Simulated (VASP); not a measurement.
Calculation: RPBE GGA, VASP's PBE PAW potentials (set 64) (plane waves; VASP).

VASP ran on this input.

KPOINTS:
```
Automatic mesh
0
Gamma
6 6 6
0 0 0
```

### INCAR
```
# general
SYSTEM   =  BaF2
PREC     =  Accurate
ENCUT    =  520
LREAL    =  F
LASPH    =  T

# electronic loop
EDIFF    =  1E-7
NELM     =  100
ALGO     =  Normal
LMAXMIX  =  4

# smearing
ISMEAR   =  0
SIGMA    =  0.05

# functional
GGA      =  RP

# ions
ISIF     =  2

# output
LWAVE    =  F
LCHARG   =  F
```

POSCAR:
```
BaF2
1
    0.0000000000     3.1645714645     3.1645714645
    3.1645714645     0.0000000000     3.1645714645
    3.1645714645     3.1645714645     0.0000000000
Ba F
1 2
Direct
  0.0000000000   0.0000000000   0.0000000000
  0.2500000000   0.2500000000   0.2500000000
  0.7500000000   0.7500000000   0.7500000000
```

POTCAR, in this order: Ba_sv F (PBE.64 set). Program: vasp_std.

Q: What will the output report for the number of irreducible k-points (NKPTS), largest plane-wave count, number of space-group operations, FFT grid (NGX, NGY, NGZ)?

A: 
* **number of irreducible k-points (NKPTS)**: 16
* **largest plane-wave count**: 1724
* **number of space-group operations**: 48
* **FFT grid (NGX, NGY, NGZ)**: 36 × 36 × 36

The compound is BaF2 in the fluorite structure. This cell is one point of a volume scan, at 0.97 of the reference volume.
